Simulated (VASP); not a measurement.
```
SnZnP2
1.0
    4.04697     0.00000     0.00000
    0.00000     4.04697     0.00000
    0.00000     0.00000     5.66758
Zn Sn P
1 1 2
Direct
  0.00000   0.00000   0.00000
  0.50000   0.50000   0.50000
  0.00000   0.50000   0.22660
  0.50000   0.00000   0.77340
```

Level of theory: HSE06 screened hybrid, VASP's PBE PAW potentials (set 64) (plane waves; VASP 6.6.1). Run with 400 eV cut-off, 4×4×4 Γ-centred mesh, Gaussian smearing of 0.050 eV, potentials Zn Sn_d P.

Unless said otherwise, spin-orbit coupling is left out, though it shifts the bands of the heavy elements here.

Question: Predict the energy per atom (σ→0), pressure, largest force, band gap (over the mesh, the named points and PBE's band edges) with the smallest direct gap where there is one.

Answer: 
* **band gap (over the mesh, the named points and PBE's band edges)**: 1.25 eV
* **smallest direct gap (over the mesh, the named points and PBE's band edges)**: 1.26 eV
* **energy per atom (σ→0)**: -4.908 eV/atom
* **pressure**: -17.6 kbar
* **largest force**: 0.321 eV/Å

Only differences to runs with the same potentials and settings are physical.

The structure comes from a computed database's ZnSnP2 entry (P-4m2); how it stands against other phases isn't given here. It was relaxed first.
